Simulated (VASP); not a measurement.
Method: PW91 GGA, VASP's PBE PAW potentials (set 64) (plane waves; VASP 6.6.1).

The input files of a VASP run:

### KPOINTS
```
Automatic mesh
0
Gamma
16 16 16
0 0 0
```

**INCAR**
```
SYSTEM = Pd
PREC = Accurate
ENCUT = 520
EDIFF = 1E-7
NELM = 100
ALGO = Normal
LREAL = .FALSE.
LASPH = .TRUE.
ISMEAR = 1
SIGMA = 0.1
GGA = 91
LMAXMIX = 4
LWAVE = .FALSE.
LCHARG = .FALSE.
ISIF = 2
```

File POSCAR:
```
Pd
3.9861320
  0.0000000000   0.4999999585   0.4999999585
  0.4999999585   0.0000000000   0.4999999585
  0.4999999585   0.4999999585   0.0000000000
Pd
1
Direct
  0.0000000000   0.0000000000   0.0000000000
```

POTCAR, in this order: Pd (PBE.64 set). Program: vasp_std.

Task: Predict the energy per atom (σ→0), pressure, band gap (on the k-mesh).

Result: 
| Quantity | Result |
|---|---|
| energy per atom (σ→0) | -5.241 eV/atom |
| band gap (on the k-mesh) | none (metal, semimetal or under 0.01 eV) |
| pressure | -47.6 kbar |

OSZICAR:
```
...
DAV:   5    -0.551489637194E+01   -0.26889E-04   -0.26889E-04  2983   0.140E-01    0.642E+00
DAV:   6    -0.525168100543E+01    0.26322E+00   -0.13897E+00  2662   0.108E+01    0.300E+00
DAV:   7    -0.524460992861E+01    0.70711E-02   -0.34462E-03  2798   0.674E-01    0.167E+00
DAV:   8    -0.524149513150E+01    0.31148E-02   -0.92955E-04  2766   0.239E-01    0.275E-02
DAV:   9    -0.524149987748E+01   -0.47460E-05   -0.72554E-06  3522   0.289E-02    0.950E-03
DAV:  10    -0.524150269987E+01   -0.28224E-05   -0.11370E-06  2903   0.120E-02    0.143E-03
DAV:  11    -0.524150260492E+01    0.94952E-07   -0.26993E-08  1784   0.148E-03
   1 F= -.52415026E+01 E0= -.52413258E+01  d E =-.530428E-03
```

The compound is Pd in the fcc structure. This cell is one point of a volume scan, at 1.03 of the reference volume.
